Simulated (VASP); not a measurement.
All values below come from LDA (Ceperley-Alder, Perdew-Zunger), VASP's LDA PAW potentials (set 64) (plane waves; VASP).

The input files of a VASP run:

**INCAR**
```
LREAL  =  .FALSE.   # projection in real space or not
NSW  =  40   # most ionic steps
IBRION  =  2
ISMEAR  =  1   # Methfessel-Paxton
SYSTEM  =  CoAl
EDIFF  =  1E-6   # SCF stop (eV)
LMAXMIX  =  4   # l cut-off of mixed one-centre charges
ISIF  =  3
LCHARG  =  .FALSE.
ENCUT  =  500   # plane-wave cut-off (eV)
SIGMA  =  0.1
PREC  =  Accurate
ALGO  =  Normal   # blocked Davidson
LWAVE  =  .FALSE.
NELM  =  100   # most electronic steps
LASPH  =  .TRUE.   # aspherical one-centre terms
EDIFFG  =  -0.02   # ionic stop
```

**KPOINTS**
```
Automatic
0
Gamma
 13 13 13
0 0 0
```

**POSCAR**
```
CoAl
1
    2.7937808356     0.0000000000     0.0000000000
    0.0000000000     2.7937808356     0.0000000000
    0.0000000000     0.0000000000     2.7937808356
Al Co
1 1
Direct
  0.5000000000   0.5000000000   0.5000000000
  0.0000000000   0.0000000000   0.0000000000
```

POTCAR, in this order: Al Co (LDA.64 set). Program: vasp_std.

The resulting files:

**OSZICAR**
```
       N       E                     dE             d eps       ncg     rms          rms(c)
DAV:   1     0.350859411674E+02    0.35086E+02   -0.52970E+03  1696   0.125E+03
DAV:   2    -0.141249233786E+02   -0.49211E+02   -0.46532E+02  1688   0.193E+02
DAV:   3    -0.153544914376E+02   -0.12296E+01   -0.12212E+01  2018   0.399E+01
DAV:   4    -0.153748887901E+02   -0.20397E-01   -0.20389E-01  1982   0.460E+00
DAV:   5    -0.153754772076E+02   -0.58842E-03   -0.58840E-03  1962   0.786E-01    0.128E+01
DAV:   6    -0.175879697910E+02   -0.22125E+01   -0.65220E+01  1896   0.126E+02    0.164E+01
DAV:   7    -0.137461460553E+02    0.38418E+01   -0.29123E+01  1858   0.801E+01    0.200E+00
DAV:   8    -0.137267069515E+02    0.19439E-01   -0.21631E-01  1766   0.414E+00    0.122E+00
DAV:   9    -0.137098592113E+02    0.16848E-01   -0.46578E-02  2038   0.300E+00    0.317E-01
DAV:  10    -0.137093513081E+02    0.50790E-03   -0.11001E-03  2126   0.493E-01    0.150E-01
DAV:  11    -0.137093341672E+02    0.17141E-04   -0.26673E-05  2060   0.505E-02    0.185E-02
DAV:  12    -0.137093297199E+02    0.44472E-05   -0.12961E-05  1956   0.525E-02    0.609E-03
DAV:  13    -0.137093296218E+02    0.98126E-07   -0.46296E-07   902   0.703E-03
   1 F= -.13709330E+02 E0= -.13709220E+02  d E =-.137093E+02
       N       E                     dE             d eps       ncg     rms          rms(c)
DAV:   1    -0.137111294303E+02   -0.17997E-02   -0.26405E-02  1806   0.293E+00    0.380E-01
DAV:   2    -0.137137069308E+02   -0.25775E-02   -0.72898E-02  1902   0.413E+00    0.520E-01
DAV:   3    -0.137093721151E+02    0.43348E-02   -0.31120E-02  1904   0.275E+00    0.597E-02
DAV:   4    -0.137093195770E+02    0.52538E-04   -0.15833E-04  1724   0.139E-01    0.104E-02
DAV:   5    -0.137093186693E+02    0.90773E-06   -0.74618E-06  1884   0.351E-02
   2 F= -.13709319E+02 E0= -.13709219E+02  d E =0.109525E-04
       N       E                     dE             d eps       ncg     rms          rms(c)
DAV:   1    -0.137099030446E+02   -0.58347E-03   -0.79119E-03  1808   0.160E+00    0.209E-01
DAV:   2    -0.137106774536E+02   -0.77441E-03   -0.21890E-02  1902   0.227E+00    0.285E-01
DAV:   3    -0.137093739477E+02    0.13035E-02   -0.94057E-03  1880   0.151E+00    0.325E-02
DAV:   4    -0.137093582129E+02    0.15735E-04   -0.49320E-05  1724   0.764E-02    0.590E-03
DAV:   5    -0.137093578752E+02    0.33767E-06   -0.21692E-06   956   0.204E-02
   3 F= -.13709358E+02 E0= -.13709253E+02  d E =-.282534E-04
```

OUTCAR:
```
------------------------ aborting loop because EDIFF is reached ----------------------------------------
  FORCE on cell =-STRESS in cart. coord.  units (eV):
  Direction    XX          YY          ZZ          XY          YZ          ZX
  --------------------------------------------------------------------------------------
  Total        0.0010400      0.0010400      0.0010400      0.0000000      0.0000000      0.0000000
  in kB        0.0763070      0.0763070      0.0763070      0.0000000      0.0000000      0.0000000
  external PRESSURE =       0.0763070 kB  Pullay stress =       0.0000000 kB
  volume of cell :       21.84
      direct lattice vectors                 reciprocal lattice vectors
     2.795075852  0.000000000  0.000000000     0.357772044 -0.000000000 -0.000000000
     0.000000000  2.795075852 -0.000000000    -0.000000000  0.357772044 -0.000000000
     0.000000000  0.000000000  2.795075852    -0.000000000  0.000000000  0.357772044
 POSITION                                       TOTAL-FORCE (eV/Angst)
 -----------------------------------------------------------------------------------
      1.39754      1.39754      1.39754         0.000000      0.000000      0.000000
      0.00000      0.00000      0.00000        -0.000000     -0.000000      0.000000
 -----------------------------------------------------------------------------------
    total drift:                               -0.000000      0.000000     -0.000000
  FREE ENERGIE OF THE ION-ELECTRON SYSTEM (eV)
  ---------------------------------------------------
  free  energy   TOTEN  =       -13.7093578752 eV

  energy  without entropy=      -13.7090431264  energy(sigma->0) =      -13.70925296

 reached required accuracy - stopping structural energy minimisation
```
(Selected blocks of OUTCAR.)

### CONTCAR
```
CoAl
   1.00000000000000
     2.7950758517584782    0.0000000000000000    0.0000000000000000
     0.0000000000000000    2.7950758517584782   -0.0000000000000000
     0.0000000000000000    0.0000000000000000    2.7950758517584782
  Al              Co
     1     1
Direct
     0.5000000000000000    0.5000000000000000    0.5000000000000000
     0.0000000000000000    0.0000000000000000    0.0000000000000000
```

**OUTCAR**
```
 val. band max:       11.0852060113   @ k =   0.4615   0.3846   0.0769

 cond. band min:      11.1864385105   @ k =   0.4615   0.3077   0.0000


 Fermi energy:        11.0854981454

 k-point     1 :       0.0000    0.0000    0.0000
  band No.  band energies     occupation
      1      -0.3079      2.00000
      2       7.8385      2.00000
      3       7.8385      2.00000
      4      10.2182      2.00000
      5      10.2182      2.00000
      6      10.2182      2.00000
      7      17.3416      0.00000
      8      17.3416      0.00000
      9      17.3416      0.00000
     10      20.1640      0.00000

 k-point     2 :       0.0769    0.0000    0.0000
  band No.  band energies     occupation
      1      -0.1910      2.00000
      2       7.8313      2.00000
      3       7.8718      2.00000
      4      10.1526      2.00000
      5      10.1526      2.00000
      6      10.2253      2.00000
      7      16.2815      0.00000
      8      17.5049      0.00000
      9      17.5049      0.00000
     10      20.1417      0.00000

 k-point     3 :       0.1538    0.0000    0.0000
  band No.  band energies     occupation
      1       0.1570      2.00000
      2       7.7727      2.00000
      3       7.9658      2.00000
      4       9.9802      2.00000
      5       9.9802      2.00000
      6      10.2449      2.00000
      7      14.5810      0.00000
      8      17.9714      0.00000
      9      17.9714      0.00000
     10      20.0762      0.00000

 k-point     4 :       0.2308    0.0000    0.0000
  band No.  band energies     occupation
      1       0.7282      2.00000
      2       7.5428      2.00000
      3       8.1027      2.00000
      4       9.7564      2.00000
      5       9.7564      2.00000
      6      10.2728      2.00000
      7      13.0660     -0.00000
      8      18.6885      0.00000
      9      18.6885      0.00000
     10      19.9741      0.00000

 k-point     5 :       0.3077    0.0000    0.0000
...
```

The compound is CoAl in the CsCl type structure. This run relaxes it. Symmetry was kept, so distortions that lower it aren't found. The run is not spin-polarised, so no magnetic state was tried.
